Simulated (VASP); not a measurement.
# SnAs: structure and properties in VASP

What structure and properties does r2SCAN + rVV10 give SnAs, and how near are they to the measured ones? The steps: first try, relaxing cell and atoms (r2SCAN + rVV10), second relaxation, single point with fields (r2SCAN + rVV10), band structure (r2SCAN + rVV10), density of states (r2SCAN + rVV10), vibrations at Γ (r2SCAN + rVV10), band structure (r2SCAN + rVV10 + SOC), a single point (r2SCAN + rVV10) with a changed input and relaxing the atoms (r2SCAN + rVV10) with a changed input. Left out of this account: at least 1 further run (core levels: core levels are not valid at this level). The start is a cell from a database of measured crystal structures.

Program: VASP 6.6.1. Level of theory: r2SCAN with rVV10; plane waves and PAW (Sn_d, As), in the first sound run; inputs show where later runs differ. Results are calculated unless marked as measured.

Experimental background.

“Electronic Band Structure and Superconducting Properties of SnAs” (2019, arxiv:1910.07426) quotes from earlier work for SnAs, NaCl-type (earlier literature sample): lattice constant a (cubic lattice parameter, earlier experiment) 5.72513 ± 4e-05 Å [literature value quoted from Ref. 14].

This is a report of a sequence of runs, with most program output left out.

The database entry behind the starting cell differs from later determinations by our own check (an axis about 0.7 % short against later determinations), so it need not match the best structure at ambient conditions.

**1. The starting structure**

The structure is cubic, space group Fm-3m (No. 225). Conventional cell: a = 5.681 Å, b = 5.681 Å, c = 5.681 Å, α = 90.00°, β = 90.00°, γ = 90.00°. Nearest to Sn lie 6 As at 2.84 Å. Nearest to As lie 6 Sn at 2.84 Å. Farther neighbours are not listed.

**2. First try**

This run is made with a changed input; what comes of it follows.

File INCAR:

```
SYSTEM = SnAs
PREC = Accurate
ENCUT = 120
EDIFF = 1E-06
NELM = 90
ISMEAR = 0
SIGMA = 0.05
LREAL = .FALSE.
ALGO = Normal
METAGGA = R2SCAN
LUSE_VDW = .TRUE.
IVDW_NL = 2
BPARAM = 11.95
CPARAM = 0.0093
LASPH = .TRUE.
NBANDS = 15
LORBIT = 11
LWAVE = .FALSE.
LCHARG = .FALSE.
KPAR = 2
IBRION = 2
NSW = 30
ISIF = 3
EDIFFG = -0.01
```

File POSCAR:

```
SnAs
1.0
    0.0000000000      2.8405000000      2.8405000000
    2.8405000000      0.0000000000      2.8405000000
    2.8405000000      2.8405000000      0.0000000000
Sn As
1 1
Direct
    0.0000000000      0.0000000000      0.0000000000
    0.5000000000      0.5000000000      0.5000000000
```

File KPOINTS:

```
Automatic mesh
0
Gamma
6 6 6
0 0 0
```

The projector-augmented-wave data sets are Sn_d and As (PBE family, release 64).

Command:

```bash
$ mpirun -np 2 vasp_std
```

The job ended after 15 s (2 MPI ranks of AMD EPYC 7R43, shared host).

The run ended with an error.

VASP's message: “Orbital orthonormalization failed in the inversion of matrix LAPACK: Routine ZPOTRF failed! kpoint: 1 spin: 1”. No number of this run is used.

The fault in the input: cutoff far too low (ENCUT = 120). Raise ENCUT to at least the largest default of the data sets.

**3. Relaxing cell and atoms (r2SCAN + rVV10)**

The start need not lie at this functional's minimum. ISIF = 3 frees volume, shape and positions, and EDIFFG sets the threshold on forces and stress at which the search stops.

Edit INCAR of step 2 so:

```diff
@@ -2,5 +2,5 @@
 PREC = Accurate
-ENCUT = 120
+ENCUT = 400
 EDIFF = 1E-06
-NELM = 90
+NELM = 100
 ISMEAR = 0
@@ -21,3 +21,3 @@
 IBRION = 2
-NSW = 30
+NSW = 60
 ISIF = 3
```

POSCAR is that of step 2.

KPOINTS is that of step 2.

Command:

```bash
$ mpirun -np 2 vasp_std
```

The job ended after 2.3 min (2 MPI ranks; peak memory 0.46 GiB).

This run has no spin polarisation. Its electron count is odd, so without a moment it is a metal by construction. The k-mesh is coarse for a metal. The PAW data sets were made with PBE, which is usual practice but a small mismatch for other functionals. The run keeps the 48 symmetry operations of its start, so it cannot find a distortion of lower symmetry.

Step by step:

| step | energy less that of the first step (eV) | largest force (eV/Å) | pressure (GPa) | volume (Å³) |
| --- | --- | --- | --- | --- |
| 1 | 0.0000 | 0.0000 | 1.74 | 45.84 |
| 2 | -0.0029 | 0.0000 | -1.06 | 47.51 |
| 3 | -0.0052 | 0.0000 | 0.01 | 46.82 |

| conventional cell, symmetrised | before | after | change |
| --- | --- | --- | --- |
| a (Å) | 5.681 | 5.721 | +0.7 % |
| b (Å) | 5.681 | 5.721 | +0.7 % |
| c (Å) | 5.681 | 5.721 | +0.7 % |
| volume (Å³/atom) | 22.92 | 23.41 | +2.1 % |

Final coordinates:

```
Sn As
1.0
     0.00000    2.86069    2.86069
     2.86069    0.00000    2.86069
     2.86069    2.86069    0.00000
Sn As
1 1
Cartesian
  0.0000 0.0000 0.0000
  2.8607 2.8607 2.8607
```

Numbers from this step:

```yaml
electrons: 19
bands: 15
irreducible_k_points: 16
symmetry_operations: 48
free_energy_toten: -39.07 eV
energy_at_zero_smearing: -39.07 eV
fermi_energy: 6.7 eV
pressure: 0.006894 GPa
metallic_judged_on_the_points_sampled: yes
scf_cycles_over_all_ionic_steps: 30
```

It ends with forces that vanish by symmetry and a pressure of 0.01 GPa. The volume lies +2.1 % from that of the database's start.

**4. Second relaxation**

The basis stayed that of the start cell while the cell moved. A rerun from the cell reached resets it; the error of the finite cutoff stays.

INCAR is that of step 3.

File POSCAR:

```
SnAs
1.0
    0.0000000000      2.8606905512      2.8606905512
    2.8606905512      0.0000000000      2.8606905512
    2.8606905512      2.8606905512      0.0000000000
Sn As
1 1
Direct
    0.0000000000      0.0000000000      0.0000000000
    0.5000000000      0.5000000000      0.5000000000
```

KPOINTS is that of step 3.

Command:

```bash
$ mpirun -np 2 vasp_std
```

It took 48 s on 2 MPI ranks; peak memory 0.44 GiB; 93 s of CPU time.

Little changed from the start: no atom moved by 0.005 Å and no cell edge by 0.1 %.

Numbers from this step:

* Fermi energy: 6.700 eV
* pressure: 0.04543 GPa
* SCF cycles over all ionic steps: 12

It ends with forces that vanish by symmetry and a pressure of 0.05 GPa. The volume moved by under 0.01 %: the run met its threshold at the first step.

**5. Single point with fields (r2SCAN + rVV10)**

A single point on the relaxed cell gives a clean self-consistent state, with density, ELF and potential written out.

Edit INCAR of step 4 so:

```diff
@@ -18,7 +18,5 @@
 LWAVE = .FALSE.
-LCHARG = .FALSE.
-KPAR = 2
-IBRION = 2
-NSW = 60
-ISIF = 3
-EDIFFG = -0.01
+LCHARG = .TRUE.
+ISIF = 2
+LELF = .TRUE.
+LVHAR = .TRUE.
```

POSCAR is that of step 4.

KPOINTS is that of step 4.

Command:

```bash
$ mpirun -np 2 vasp_std
```

The job ended after 39 s (2 MPI ranks; peak memory 0.33 GiB).

Numbers from this step:

| Item | Value |
| --- | --- |
| SCF cycles | 12 |
| bands | 16 |
| pressure | 0.04514 GPa |

Valence electrons inside each PAW sphere by angular momentum. Sphere charges, by row:

| atom | s (e) | p (e) | d (e) | tot (e) |
| --- | --- | --- | --- | --- |
| Sn1 | 1.196 | 0.973 | 10.02 | 12.19 |
| As2 | 1.251 | 1.491 | 0.036 | 2.778 |

ELF in the ac plane of the conventional cell at fractional y = 0.000, with atoms of Sn and As within 0.2 Å of it. It is the smooth field of the valence electrons, not physical close to the nuclei.

Ten even steps from '0' (0.12) to '9' (0.82), each cell a mean:
```
0034699768985420
2333589999963332
4321258999631234
5420025676300135
8751013443200368
9985223333323699
8997433002336998
5898542010347996
6898542000346997
9996333223335899
9963123443212589
7630013554200256
4320036887510134
3332369999852233
0233699889974330
1034799658985420
```
Columns run along a (5.7 Å), rows up along c (5.7 Å), edges of the conventional cell, whose origin can differ from the input's. Atoms in or near the plane, at fractional coordinates: Sn at (0.00, 0.00), Sn at (0.50, 0.50), As at (0.50, 0.00), As at (0.00, 0.50).

Valence density in the ac plane of the conventional cell at fractional y = 0.000, with atoms of Sn and As within 0.2 Å of it. It is the smooth field of the valence electrons, not physical close to the nuclei.

Values in e/Å³, 16 rows by 16 columns, each cell a mean:
```
 9  5  1  0  0  0  1  0  0  0  1  0  0  1  3  7
 3  2  1  0  0  0  1  1  1  1  0  0  0  0  1  3
 1  0  0  0  0  0  0  0  0  0  0  0  0  0  0  1
 0  0  0  0  0  0  0  0  0  0  0  0  0  0  0  0
 0  0  0  0  0  0  0  0  0  0  0  0  0  0  0  0
 1  0  0  0  0  0  1  1  1  1  0  0  0  0  0  1
 0  1  0  0  0  0  2  5  6  3  1  0  0  0  1  0
 0  0  1  0  0  1  3  9 11  6  1  0  0  0  1  0
 0  0  1  0  0  1  3  7  9  5  1  0  0  0  1  0
 1  1  0  0  0  0  1  3  3  2  1  0  0  0  1  1
 0  0  0  0  0  0  0  1  1  0  0  0  0  0  0  0
 0  0  0  0  0  0  0  0  0  0  0  0  0  0  0  0
 0  0  0  0  0  0  0  0  0  0  0  0  0  0  0  0
 1  1  0  0  0  0  0  1  1  0  0  0  0  0  1  1
 6  3  1  0  0  0  1  0  0  1  0  0  0  0  2  5
11  6  1  0  0  0  1  0  0  0  1  0  0  1  3  9
```
Columns run along a (5.7 Å), rows up along c (5.7 Å), edges of the conventional cell, whose origin can differ from the input's. Atoms in or near the plane, at fractional coordinates: Sn at (0.00, 0.00), Sn at (0.50, 0.50), As at (0.50, 0.00), As at (0.00, 0.50).

Electrostatic potential energy in the ac plane of the conventional cell at fractional y = 0.000, with atoms of Sn and As within 0.2 Å of it. With pseudopotentials it is smooth inside the atoms' cores, unlike the true potential.

Ten even steps from '_' (-95 eV) to '@' (3 eV), each cell a mean:
```
__..**@@@@%%++****++##@@@@%%--__
--++%%@@@@@@##++++**%%@@@@@@**--
##%%@@@@@@@@@@%%%%@@@@@@@@@@@@%%
@@@@@@@@@@@@@@@@@@@@@@@@@@@@@@@@
@@@@@@@@@@@@@@@@@@@@@@@@@@@@@@@@
##%%@@@@@@@@%%**++##@@@@@@@@%%##
++++%%@@@@%%++....--##@@@@@@**++
%%++##@@@@##--____..++@@@@%%++**
**++##@@@@%%--____..**@@@@%%++**
++**%%@@@@@@**----++%%@@@@@@##++
%%@@@@@@@@@@@@%%##%%@@@@@@@@@@%%
@@@@@@@@@@@@@@@@@@@@@@@@@@@@@@@@
@@@@@@@@@@@@@@@@@@@@@@@@@@@@@@@@
++##@@@@@@@@%%####%%@@@@@@@@%%**
..--##@@@@@@**++++++%%@@@@%%++..
__..++@@@@%%++**%%++##@@@@##--__
```
Columns run along a (5.7 Å; values clipped at the 3rd and 97th percentile), rows up along c (5.7 Å), edges of the conventional cell, whose origin can differ from the input's. Atoms in or near the plane, at fractional coordinates: Sn at (0.00, 0.00), Sn at (0.50, 0.50), As at (0.50, 0.00), As at (0.00, 0.50).

In this run the pressure is 0.05 GPa, small enough to go on; single stress components reach 0.05 GPa.

**6. Band structure (r2SCAN + rVV10)**

Levels along the symmetry lines show where the bands peak and cross; KPOINTS_OPT computes them in the converged potential.

Edit INCAR of step 5 so:

```diff
@@ -15,8 +15,6 @@
 LASPH = .TRUE.
-NBANDS = 15
+NBANDS = 21
 LORBIT = 11
 LWAVE = .FALSE.
-LCHARG = .TRUE.
-ISIF = 2
-LELF = .TRUE.
-LVHAR = .TRUE.
+LCHARG = .FALSE.
+KPAR = 2
```

POSCAR is that of step 5.

KPOINTS is that of step 5.

File KPOINTS_OPT:

```
Line mode
16
Line-mode
Reciprocal
  0.00000000   0.00000000   0.00000000 GAMMA
  0.50000000   0.00000000   0.50000000 X

  0.50000000   0.00000000   0.50000000 X
  0.50000000   0.25000000   0.75000000 W

  0.50000000   0.25000000   0.75000000 W
  0.37500000   0.37500000   0.75000000 K

  0.37500000   0.37500000   0.75000000 K
  0.00000000   0.00000000   0.00000000 GAMMA

  0.00000000   0.00000000   0.00000000 GAMMA
  0.50000000   0.50000000   0.50000000 L

  0.50000000   0.50000000   0.50000000 L
  0.62500000   0.25000000   0.62500000 U

  0.62500000   0.25000000   0.62500000 U
  0.50000000   0.25000000   0.75000000 W

  0.50000000   0.25000000   0.75000000 W
  0.50000000   0.50000000   0.50000000 L

  0.50000000   0.50000000   0.50000000 L
  0.37500000   0.37500000   0.75000000 K

  0.62500000   0.25000000   0.62500000 U
  0.50000000   0.00000000   0.50000000 X
```

Command:

```bash
$ mpirun -np 2 vasp_std
```

It took 3.4 min on 2 MPI ranks; peak memory 0.44 GiB.

Spin-orbit coupling is off here; it can split and shift levels that hold much weight on Sn by tenths of an eV or more.

Numbers from this step:

| Quantity | Value |
| --- | --- |
| bands | 21 |
| pressure | 0.05038 GPa |

The electronic bands at the labelled points (eV, zero at the Fermi level; # counts the bands kept in this run):

| point | #1 | #2 | #3 | #4 | #5 | #6 | #7 | #8 |
| --- | --- | --- | --- | --- | --- | --- | --- | --- |
| Γ | -2.16 | -1.00 | -1.00 | -1.00 | 6.09 | 6.09 | 6.09 | 6.66 |
| 0.47 of the way | -4.96 | -2.20 | -2.20 | -0.32 | 4.23 | 4.49 | 6.52 | 6.52 |
| X | -5.84 | -5.35 | -3.27 | -3.27 | 3.31 | 8.28 | 8.28 | 9.96 |
| 0.47 of the way | -6.32 | -5.60 | -3.76 | -1.60 | 4.22 | 5.95 | 8.58 | 9.15 |
| W | -7.03 | -4.82 | -4.82 | 1.19 | 2.64 | 6.66 | 6.66 | 9.67 |
| 0.47 of the way | -7.10 | -5.16 | -3.93 | 0.02 | 3.79 | 5.73 | 7.84 | 8.45 |
| K | -7.18 | -5.30 | -2.60 | -1.55 | 5.15 | 5.55 | 6.89 | 8.52 |
| 0.47 of the way | -6.42 | -3.05 | -0.29 | 1.71 | 2.26 | 2.71 | 5.86 | 7.96 |
| Γ | -2.16 | -1.00 | -1.00 | -1.00 | 6.09 | 6.09 | 6.09 | 6.66 |
| 0.53 of the way | -6.08 | -0.84 | -0.84 | 1.20 | 3.24 | 3.24 | 3.87 | 7.51 |
| L | -8.56 | -0.49 | -0.49 | 1.44 | 1.72 | 1.72 | 2.95 | 10.80 |
| 0.53 of the way | -8.10 | -3.38 | -1.67 | -0.29 | 3.52 | 3.99 | 6.52 | 8.18 |
| U | -7.18 | -5.30 | -2.60 | -1.55 | 5.15 | 5.55 | 6.89 | 8.52 |
| 0.47 of the way | -7.12 | -5.19 | -3.75 | -0.22 | 4.02 | 5.65 | 7.99 | 8.21 |
| W | -7.03 | -4.82 | -4.82 | 1.19 | 2.64 | 6.66 | 6.66 | 9.67 |
| 0.53 of the way | -8.09 | -3.09 | -2.50 | 0.96 | 2.00 | 4.97 | 6.38 | 8.56 |
| L | -8.56 | -0.49 | -0.49 | 1.44 | 1.72 | 1.72 | 2.95 | 10.80 |
| 0.47 of the way | -8.20 | -2.96 | -1.49 | -0.05 | 3.21 | 3.62 | 6.01 | 8.55 |
| K | -7.18 | -5.30 | -2.60 | -1.55 | 5.15 | 5.55 | 6.89 | 8.52 |
| jump to U | -7.18 | -5.30 | -2.60 | -1.55 | 5.15 | 5.55 | 6.89 | 8.52 |
| 0.47 of the way | -6.19 | -5.68 | -3.08 | -2.52 | 3.94 | 7.16 | 7.69 | 9.47 |
| X | -5.84 | -5.35 | -3.27 | -3.27 | 3.31 | 8.28 | 8.28 | 9.96 |

Of the projections kept (Sn, As), the largest for each band there, as a share of the weight inside these atoms' spheres; weight between the spheres isn't counted:

| point | #1 | #2 | #3 | #4 | #5 | #6 | #7 | #8 |
| --- | --- | --- | --- | --- | --- | --- | --- | --- |
| Γ | Sn 0.56 | As 0.69 | As 0.69 | As 0.69 | Sn 0.79 | Sn 0.79 | Sn 0.79 | Sn 0.62 |
| X | Sn 0.52 | Sn 0.84 | As 0.56 | As 0.56 | Sn 0.67 | Sn 0.58 | Sn 0.58 | As 0.69 |
| W | Sn 0.89 | Sn 0.50 | Sn 0.50 | As 0.67 | Sn 0.83 | As 0.73 | As 0.73 | Sn 0.65 |
| K | Sn 0.86 | Sn 0.51 | As 0.58 | Sn 0.62 | As 0.68 | Sn 0.63 | Sn 0.72 | As 0.77 |
| Γ | Sn 0.56 | As 0.69 | As 0.69 | As 0.69 | Sn 0.79 | Sn 0.79 | Sn 0.79 | Sn 0.62 |
| L | Sn 0.82 | As 0.87 | As 0.87 | Sn 0.58 | Sn 0.91 | Sn 0.91 | Sn 0.60 | As 0.70 |

There is no gap at this level.

**7. Density of states (r2SCAN + rVV10)**

Here the states are counted by energy and projected on the atoms. The mesh is finer than in the run before.

Edit INCAR of step 6 so:

```diff
@@ -5,3 +5,3 @@
 NELM = 100
-ISMEAR = 0
+ISMEAR = -5
 SIGMA = 0.05
@@ -20 +20,2 @@
 KPAR = 2
+NEDOS = 2001
```

POSCAR is that of step 6.

File KPOINTS:

```
Automatic mesh
0
Gamma
9 9 9
0 0 0
```

Command:

```bash
$ mpirun -np 2 vasp_std
```

Run time: 96 s. Hardware: 2 MPI ranks; peak memory 0.47 GiB.

With tetrahedra the forces and stress of a metal are not exact derivatives of the energy.

This step gave:

```yaml
scf_cycles: 14
irreducible_k_points: 35
free_energy_toten: -39.11 eV
fermi_energy: 7.027 eV
pressure: 0.3132 GPa
dos_at_the_fermi_level_one_point_of_the_energy_grid: 0.7958 states/eV/cell
```

The density of states has structure finer than the step of the table below, so its rows give means over 0.5 eV, whole bins alone (the curve runs from -12.0 to 8.00 eV). Peaks (eV: height): total -11.08: 2.09, 5.11: 1.67, 6.94: 1.72, 7.74: 2.17; As p -1.31: 0.446, 0.34: 0.276, 5.11: 0.301, 6.94: 0.315; Sn p -3.50: 0.256, 2.53: 0.604, 5.11: 0.313, 7.74: 0.462; Sn s -8.71: 0.165, -7.91: 0.569, -7.47: 0.575, 0.37: 0.178; As s -11.08: 1.21, -10.95: 0.821.

States under -12.0 eV and over 8.0 eV are left out. Table of density of states by energy, zero at the Fermi level; means over each step; values in states/eV/cell:

| energy (eV) | total | As p | Sn p | Sn s | As s | Sn d |
| --- | --- | --- | --- | --- | --- | --- |
| -11.5 | 1.25 | 0.00450 | 0.0507 | 0.0517 | 0.669 | 0.0128 |
| -11.0 | 0.943 | 0.00152 | 0.0268 | 0.0252 | 0.544 | 0.0177 |
| -10.5 | 0 | 0 | 0 | 0 | 0 | 0 |
| -10.0 | 0 | 0 | 0 | 0 | 0 | 0 |
| -9.5 | 0 | 0 | 0 | 0 | 0 | 0 |
| -9.0 | 0.00256 | 2.6e-4 | 1.5e-5 | 0.00116 | 5.0e-5 | 1.3e-5 |
| -8.5 | 0.361 | 0.0352 | 0.00361 | 0.162 | 0.0106 | 0.00163 |
| -8.0 | 0.909 | 0.0822 | 0.0121 | 0.415 | 0.0395 | 0.00408 |
| -7.5 | 1.02 | 0.0880 | 0.0176 | 0.464 | 0.0642 | 0.00464 |
| -7.0 | 0.624 | 0.0549 | 0.0153 | 0.257 | 0.0675 | 0.00359 |
| -6.5 | 0.532 | 0.0486 | 0.0164 | 0.201 | 0.0744 | 0.00377 |
| -6.0 | 0.258 | 0.0282 | 0.0130 | 0.0803 | 0.0425 | 0.00169 |
| -5.5 | 0.446 | 0.0713 | 0.0634 | 0.0671 | 0.0321 | 0.00230 |
| -5.0 | 0.606 | 0.114 | 0.106 | 0.0496 | 0.0230 | 0.00454 |
| -4.5 | 0.689 | 0.142 | 0.126 | 0.0382 | 0.0190 | 0.00712 |
| -4.0 | 0.855 | 0.193 | 0.161 | 0.0314 | 0.0165 | 0.0102 |
| -3.5 | 1.18 | 0.292 | 0.227 | 0.0281 | 0.0134 | 0.0155 |
| -3.0 | 1.17 | 0.306 | 0.215 | 0.0289 | 0.0132 | 0.0200 |
| -2.5 | 1.16 | 0.321 | 0.201 | 0.0313 | 0.0139 | 0.0238 |
| -2.0 | 1.18 | 0.349 | 0.184 | 0.0367 | 0.0151 | 0.0291 |
| -1.5 | 1.23 | 0.390 | 0.170 | 0.0466 | 0.0163 | 0.0341 |
| -1.0 | 0.931 | 0.291 | 0.116 | 0.0556 | 0.0137 | 0.0307 |
| -0.5 | 0.533 | 0.118 | 0.0894 | 0.0721 | 0.0120 | 0.0135 |
| 0.0 | 0.846 | 0.189 | 0.136 | 0.117 | 0.0200 | 0.0238 |
| 0.5 | 1.01 | 0.203 | 0.177 | 0.137 | 0.0381 | 0.0265 |
| 1.0 | 0.448 | 0.0783 | 0.0818 | 0.0628 | 0.0330 | 0.00940 |
| 1.5 | 0.0794 | 0.0105 | 0.0222 | 0.00686 | 0.00444 | 0.00138 |
| 2.0 | 0.784 | 0.0594 | 0.315 | 0.00641 | 0.0290 | 0.0120 |
| 2.5 | 1.28 | 0.122 | 0.475 | 0.0217 | 0.0611 | 0.0257 |
| 3.0 | 1.02 | 0.122 | 0.319 | 0.0284 | 0.0478 | 0.0300 |
| 3.5 | 1.14 | 0.142 | 0.251 | 0.0382 | 0.0370 | 0.0576 |
| 4.0 | 1.32 | 0.183 | 0.241 | 0.0496 | 0.0316 | 0.0731 |
| 4.5 | 1.12 | 0.204 | 0.243 | 0.0545 | 0.0266 | 0.0437 |
| 5.0 | 1.36 | 0.251 | 0.262 | 0.0480 | 0.0173 | 0.0571 |
| 5.5 | 1.29 | 0.242 | 0.223 | 0.0329 | 0.0129 | 0.0625 |
| 6.0 | 0.994 | 0.188 | 0.198 | 0.0248 | 0.00981 | 0.0475 |
| 6.5 | 1.30 | 0.223 | 0.280 | 0.0279 | 0.0141 | 0.0701 |
| 7.0 | 1.35 | 0.224 | 0.290 | 0.0198 | 0.0145 | 0.0826 |
| 7.5 | 1.32 | 0.180 | 0.287 | 0.0155 | 0.0122 | 0.0995 |

The finer mesh and the other smearing move the Fermi level by +0.33 eV from the 6×6×6 run, one measure of the sampling error in the zero of the bands above. Of the states within 0.3 eV of the Fermi level, the largest shares in the PAW spheres are As p 22 %, Sn p 16 % and Sn s 14 %. The rest lies in smaller channels or between the spheres.

**8. Vibrations at Γ (r2SCAN + rVV10)**

Zone-centre modes test whether the atoms sit at a minimum within this cell. IBRION = 6 takes the force constants from differences of forces between displaced cells, so the forces must be tight.

File INCAR:

```
SYSTEM = SnAs
PREC = Accurate
ENCUT = 400
EDIFF = 1E-08
NELM = 100
ISMEAR = 1
SIGMA = 0.2
LREAL = .FALSE.
ALGO = Normal
METAGGA = R2SCAN
LUSE_VDW = .TRUE.
IVDW_NL = 2
BPARAM = 11.95
CPARAM = 0.0093
LASPH = .TRUE.
NBANDS = 15
LORBIT = 11
LWAVE = .FALSE.
LCHARG = .FALSE.
KPAR = 2
IBRION = 6
NFREE = 2
POTIM = 0.015
ISIF = 2
NSW = 1
```

POSCAR is that of step 7.

File KPOINTS:

```
Automatic mesh
0
Gamma
12 12 12
0 0 0
```

Command:

```bash
$ mpirun -np 2 vasp_std
```

Run time: 14 min. Hardware: 2 MPI ranks; peak memory 0.67 GiB; 28 min of CPU time.

The last energy, forces, stress and levels in OUTCAR belong to the last displaced cell, not to the cell of POSCAR.

This step gave:

```yaml
bands: 15
irreducible_k_points: 72
pressure_of_the_cell: 0.2727 GPa
largest_force_of_the_cell: 0 eV/Å
```

The modes at Γ (shares of kinetic energy by element, %):

| mode | frequency (cm⁻¹) | symmetry | Sn % | As % |
| --- | --- | --- | --- | --- |
| 1 | -0.8 | acoustic | 60 | 40 |
| 2 | -0.8 | acoustic | 60 | 40 |
| 3 | -0.8 | acoustic | 60 | 40 |
| 4 | 90.1 | T1u | 40 | 60 |
| 5 | 90.1 | T1u | 40 | 60 |
| 6 | 90.1 | T1u | 40 | 60 |

Displacements in mode 6 (90.1 cm⁻¹), the largest set to 1:
```
Sn1  0.00  0.64  0.00
As2  0.00 -1.00  0.00
```

The three acoustic modes lie within 0.8 cm⁻¹ of zero, and all others are real. By the characters of their eigenvectors the optical modes sort into (cm⁻¹) infrared active: T1u 90.

(Part 1 of 2 ends here.)

[Lines on the potential files, build, host, timing and source positions are cut from VASP's logs without a mark.]

[Logs are printed without paths, hosts, clocks, repeated set-up lines and the standing remarks that a program may print on its own settings, such as how far it seeks lower states.]

[Hosts, paths, dates, database ids (printed as entryN), source tags and the programs' standing remarks are cut or masked in the printed files.]

[A measured line is paired with the nearest computed mode of its activity, which favours agreement.]

[In band tables of VASP the shares of atoms and orbitals are scaled to a sum of 1 inside the atoms' spheres.]
